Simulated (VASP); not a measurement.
Here is the system:

```
AuCu
1.0
    2.92272     0.00000     0.00000
    0.00000     2.92272     0.00000
    0.00000     0.00000     3.64099
Cu Au
1 1
Cartesian
  0.00000   0.00000   0.00000
  1.46136   1.46136   1.82050
```

These are rev-vdW-DF2, VASP's PBE PAW potentials (set 64) (plane waves; VASP) values and carry that method's errors. Numerical set-up: 520 eV cut-off, 13×13×10 Γ-centred mesh, first-order Methfessel-Paxton smearing of 0.10 eV, potentials Cu Au.

Problem. Give the stress tensor in GPa (positive for a compressed cell).

Solution. 
```
-7.49   0.00   0.00
 0.00  -7.49   0.00
 0.00   0.00  -7.37
```
The pressure is its mean diagonal, -7.45 GPa.

The compound is CuAu in the L1_0 structure. This cell is one point of a volume scan, at 1.06 of the reference volume.
